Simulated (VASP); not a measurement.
Calculation: PBEsol GGA, VASP's PBE PAW potentials (set 64) (plane waves; VASP 6.6.1).

VASP input:

**INCAR**
```
SYSTEM = Cd(001) slab
PREC = Normal
ENCUT = 400
EDIFF = 1E-6
NELM = 100
ALGO = Normal
LREAL = .FALSE.
LASPH = .TRUE.
ISMEAR = 1
SIGMA = 0.1
GGA = PS
LMAXMIX = 4
LWAVE = .FALSE.
LCHARG = .FALSE.
NELMIN = 4
LDIPOL = .TRUE.
IDIPOL = 3
DIPOL = 0.5 0.5 0.5
LVHAR = .TRUE.
LORBIT = 11
```

POSCAR:
```
Cd(001) slab
1
    2.9672193607     0.0000000000     0.0000000000
   -1.4836096804     2.5696876404     0.0000000000
    0.0000000000     0.0000000000    25.6947775266
Cd
4
Direct
  0.6666670000   0.3333330000   0.4476968244
  0.3333330000   0.6666670000   0.3385000388
  0.6666670000   0.3333330000   0.6614999612
  0.3333330000   0.6666670000   0.5523031756
```

KPOINTS:
```
kpoints
0
gamma
11 11 1
```

POTCAR, in this order: Cd (PBE.64 set). Program: vasp_std. Read from the step before: WAVECAR.

The run wrote:

File OUTCAR:
```
 ion  position               nearest neighbor table
   1  0.667  0.333  0.448-   4 3.19   4 3.19   4 3.19   2 3.29   2 3.29   2 3.29
   2  0.333  0.667  0.339-   1 3.29   1 3.29   1 3.29
   3  0.667  0.333  0.661-   4 3.29   4 3.29   4 3.29
   4  0.333  0.667  0.552-   1 3.19   1 3.19   1 3.19   3 3.29   3 3.29   3 3.29
  LATTYP: Found a hexagonal cell.
 ALAT       =     2.9672193607
 C/A-ratio  =     8.6595476785
 Subroutine PRICEL returns:
 Original cell was already a primitive cell.
 Subroutine GETGRP returns: Found 12 space group operations
The static configuration has the point symmetry D_3d.
The dynamic configuration has the point symmetry D_3d.
 Subroutine INISYM returns: Found 12 space group operations
 Subroutine IBZKPT returns following result:
 Found     16 irreducible k-points:

 Following reciprocal coordinates:
            Coordinates               Weight
  0.000000  0.000000  0.000000      1.000000
  0.090909  0.000000  0.000000      6.000000
  0.181818  0.000000  0.000000      6.000000
  0.272727  0.000000  0.000000      6.000000
  0.363636  0.000000  0.000000      6.000000
  0.454545  0.000000  0.000000      6.000000
...
```

OSZICAR:
```
       N       E                     dE             d eps       ncg     rms          rms(c)
DAV:   1    -0.447938280641E+01   -0.44794E+01   -0.62508E-06   920   0.153E-02    0.283E-03
DAV:   2    -0.447938246491E+01    0.34150E-06   -0.78517E-07   588   0.102E-02    0.135E-03
DAV:   3    -0.447938243176E+01    0.33154E-07   -0.28585E-07   500   0.387E-03    0.675E-04
DAV:   4    -0.447938243179E+01   -0.34561E-10   -0.31647E-08   500   0.151E-03
   1 F= -.44793824E+01 E0= -.44797474E+01  d E =0.109491E-02
```

OUTCAR:
```
------------------------ aborting loop because EDIFF is reached ----------------------------------------
  FORCE on cell =-STRESS in cart. coord.  units (eV):
  Direction    XX          YY          ZZ          XY          YZ          ZX
  --------------------------------------------------------------------------------------
  Total       -1.7186039     -1.7186043     -0.2222834      0.0000000      0.0000000      0.0000000
  in kB      -14.0543749    -14.0543782     -1.8177860      0.0000000      0.0000000      0.0000000
  external PRESSURE =      -9.9755130 kB  Pullay stress =       0.0000000 kB
  volume of cell :      195.92
      direct lattice vectors                 reciprocal lattice vectors
     2.967219361  0.000000000  0.000000000     0.337015865  0.194576178  0.000000000
    -1.483609680  2.569687640  0.000000000     0.000000000  0.389152356  0.000000000
     0.000000000  0.000000000 25.694777527     0.000000000  0.000000000  0.038918414
 POSITION                                       TOTAL-FORCE (eV/Angst)
 -----------------------------------------------------------------------------------
      1.48361      0.85656     11.50347        -0.000000      0.000000     -0.021567
     -0.00000      1.71313      8.69768        -0.000000      0.000000     -0.023964
      1.48361      0.85656     16.99709         0.000000      0.000000      0.023964
     -0.00000      1.71313     14.19131         0.000000      0.000000      0.021567
 -----------------------------------------------------------------------------------
    total drift:                                0.000000      0.000000      0.000000
  FREE ENERGIE OF THE ION-ELECTRON SYSTEM (eV)
  ---------------------------------------------------
  free  energy   TOTEN  =        -4.4793824318 eV

  energy  without entropy=       -4.4804773442  energy(sigma->0) =       -4.47974740

 total charge

# of ion       s       p       d       tot
------------------------------------------
    1        0.527   0.327   9.473  10.327
    2        0.537   0.289   9.476  10.302
    3        0.537   0.289   9.476  10.302
    4        0.527   0.327   9.473  10.327
--------------------------------------------------
tot          2.127   1.233  37.898  41.258
```
(Selected blocks of OUTCAR.)

The cell is a thin slab with vacuum, built from Cd (hcp): (001) face.
